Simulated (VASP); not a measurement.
Runs of VASP 6.6.1 on KBr. The cell holds a molecule in a box, 2 atoms: a = 12.000 Å, b = 10.000 Å, c = 11.000 Å, α = 90.00°, β = 90.00°, γ = 90.00°. 

```tsv
task	level	cell	grid for exact exchange (PRECFOCK)	exchange at q = 0	gap on the mesh (eV)	largest force (eV/Å)
single point	PBE0	as given	Fast	default	4.57	0.04
single point	r2SCAN0+D3(BJ)	as given	Fast	default	5.21	0.02
single point	r2SCAN	as given	-	-	3.90	(b)
relaxation of the atoms	TPSS+TS	atoms relaxed	-	-	(a)	0.02
```

Alike in all rows: potentials or basis VASP PAW PBE potentials, release 64 (K_sv, Br); no spin polarisation; k mesh 1 × 1 × 1; cutoff (eV) 520; smearing gaussian 0.01 eV.

Q: Estimate the missing entries.

A: (a) 3.07; (b) 0.01.

Caveats: the PAW data sets were made with another functional, which shifts forces and pressure a little.

A k mesh can miss the band edges, and the runs leave out spin-orbit coupling on Br.

Runs at the PBE level aren't shown here.
